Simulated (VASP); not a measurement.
Calculation: PBE GGA, VASP's PBE PAW potentials (set 64) (plane waves; VASP).

The input files of a VASP run:

File KPOINTS:
```
Automatic
0
gamma
7 7 4
0 0 0
```

File POSCAR:
```
AlN
1.0
  1.5650905720  -2.7108163832   0.0000000000
  1.5650905720   2.7108163832   0.0000000000
  0.0000000000   0.0000000000   5.0117302543
Al N
2 2
Cartesian
  1.5650905720  -0.9036072683   2.5061118125
  1.5650905720   0.9036072683   0.0002466854
  1.5650905720  -0.9036072683   4.4200993989
  1.5650905720   0.9036072683   1.9142342718
```

### INCAR
```
SIGMA = 0.05   ! width (eV)
LCHARG = F
ENCUT = 520
NELM = 100
EDIFFG = -0.02   ! ionic stop
PREC = Accurate
LREAL = F   ! projection in real space or not
LASPH = T   ! aspherical one-centre terms
LWAVE = F
ISMEAR = 0   ! Gaussian
EDIFF = 1E-6
ALGO = Normal
GGA = PE
IBRION = 2
NSW = 60   ! most ionic steps
ISIF = 3
SYSTEM = AlN
```

POTCAR, in this order: Al N (PBE.64 set). Program: vasp_std.

Output

### OSZICAR
```
       N       E                     dE             d eps       ncg     rms          rms(c)
DAV:   1     0.511728758027E+02    0.51173E+02   -0.76329E+03   576   0.120E+03
DAV:   2    -0.306819282156E+02   -0.81855E+02   -0.75044E+02   884   0.220E+02
DAV:   3    -0.344299388148E+02   -0.37480E+01   -0.37318E+01   756   0.510E+01
DAV:   4    -0.344605622179E+02   -0.30623E-01   -0.30618E-01   648   0.542E+00
DAV:   5    -0.344610146409E+02   -0.45242E-03   -0.45241E-03   748   0.677E-01    0.121E+01
DAV:   6    -0.297746497921E+02    0.46864E+01   -0.17020E+01   692   0.314E+01    0.422E+00
DAV:   7    -0.297911706665E+02   -0.16521E-01   -0.61849E-01   636   0.628E+00    0.287E+00
DAV:   8    -0.297842861402E+02    0.68845E-02   -0.76352E-02   636   0.293E+00    0.483E-01
DAV:   9    -0.297796615121E+02    0.46246E-02   -0.19801E-02   720   0.105E+00    0.242E-01
DAV:  10    -0.297802268863E+02   -0.56537E-03   -0.23005E-03   668   0.367E-01    0.129E-01
DAV:  11    -0.297801574604E+02    0.69426E-04   -0.20851E-04   676   0.116E-01    0.326E-02
DAV:  12    -0.297801593992E+02   -0.19389E-05   -0.84050E-06   628   0.298E-02    0.913E-03
DAV:  13    -0.297801591086E+02    0.29063E-06   -0.58786E-06   700   0.180E-02
   1 F= -.29780159E+02 E0= -.29780159E+02  d E =-.297802E+02
```

**OUTCAR**
```
------------------------ aborting loop because EDIFF is reached ----------------------------------------
  FORCE on cell =-STRESS in cart. coord.  units (eV):
  Direction    XX          YY          ZZ          XY          YZ          ZX
  --------------------------------------------------------------------------------------
  Total       -0.0309977     -0.0309977      0.0455367      0.0000000     -0.0000000      0.0000000
  in kB       -1.1678393     -1.1678393      1.7155951      0.0000000     -0.0000000      0.0000000
  external PRESSURE =      -0.2066945 kB  Pullay stress =       0.0000000 kB
  volume of cell :       42.53
      direct lattice vectors                 reciprocal lattice vectors
     1.565090572 -2.710816383  0.000000000     0.319470329 -0.184446281  0.000000000
     1.565090572  2.710816383  0.000000000     0.319470329  0.184446281  0.000000000
     0.000000000  0.000000000  5.011730254     0.000000000  0.000000000  0.199531888
  FREE ENERGIE OF THE ION-ELECTRON SYSTEM (eV)
  ---------------------------------------------------
  free  energy   TOTEN  =       -29.7801591086 eV

  energy  without entropy=      -29.7801591086  energy(sigma->0) =      -29.78015911

 reached required accuracy - stopping structural energy minimisation
```
(Selected blocks of OUTCAR.)

The compound is AlN in the wurtzite structure. It was relaxed first. The start is the result of an earlier pass.
